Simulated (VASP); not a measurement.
Data:

```
Ag3Pd
1.0
   -2.00802     2.00802     3.96051
    2.00802    -2.00802     3.96051
    2.00802     2.00802    -3.96051
Ag Pd
3 1
Direct
  0.75000   0.25000   0.50000
  0.25000   0.75000   0.50000
  0.50000   0.50000   0.00000
  0.00000   0.00000   0.00000
```

All values below come from PBEsol GGA, VASP's PBE PAW potentials (set 64) (plane waves; VASP 6.6.1). Run with 400 eV cut-off, 12×12×12 Γ-centred mesh, tetrahedra with Blöchl corrections, potentials Ag Pd.

Tabulate the total density of states (states/eV per cell) against energy (eV; zero at the valence-band maximum or, without a gap, the Fermi level).

```
E (eV) | DOS (states/eV)
    -9.69 |  0.00
    -9.49 |  0.00
    -9.19 |  0.00
    -9.00 |  0.00
    -8.80 |  0.00
    -8.60 |  0.00
    -8.30 |  0.00
    -8.11 |  0.00
    -7.91 |  0.00
    -7.71 |  0.02
    -7.42 |  0.20
    -7.22 | # 0.26
    -7.02 | # 0.34
    -6.83 | # 0.41
    -6.53 | # 0.57
    -6.33 | ## 1.02
    -6.13 | ######## 3.90
    -5.94 | ################# 8.00
    -5.64 | ######################### 11.8
    -5.44 | ######################## 11.1
    -5.25 | ################## 8.60
    -5.05 | ############### 6.92
    -4.75 | ###################### 10.5
    -4.56 | #################### 9.54
    -4.36 | ################## 8.42
    -4.16 | ############################## 14.1
    -3.87 | ################## 8.34
    -3.67 | ###################### 10.1
    -3.47 | ###################### 10.4
    -3.27 | ############### 7.00
    -2.98 | ################ 7.45
    -2.78 | ########### 5.30
    -2.58 | ########## 4.77
    -2.38 | ########## 4.57
    -2.09 | ######## 3.67
    -1.89 | ########### 5.11
    -1.69 | ############## 6.79
    -1.50 | #################### 9.35
    -1.20 | ################### 9.05
    -1.00 | ###### 2.71
    -0.81 | ### 1.19
    -0.61 | ### 1.48
    -0.31 | ### 1.32
    -0.12 | ### 1.28
     0.08 | ## 1.09
     0.28 | ## 1.06
     0.58 | ## 0.99
     0.77 | ## 0.98
     0.97 | ## 1.03
     1.17 | ## 1.07
     1.46 | ## 1.12
     1.66 | ## 1.11
     1.86 | ## 1.08
     2.06 | ## 1.08
     2.35 | ## 1.10
     2.55 | ## 1.10
     2.75 | ## 1.10
     2.94 | ## 1.07
     3.24 | ## 0.89
     3.44 | ## 0.73
```
Within 2 eV below the Fermi level the largest weight inside VASP's projection spheres is Pd d, then Ag d.

The structure comes from a computed database's Ag3Pd entry (I4/mmm); how it stands against other phases isn't given here. It was relaxed first. The electron count is odd and the run is not spin-polarised, which forces a metal.
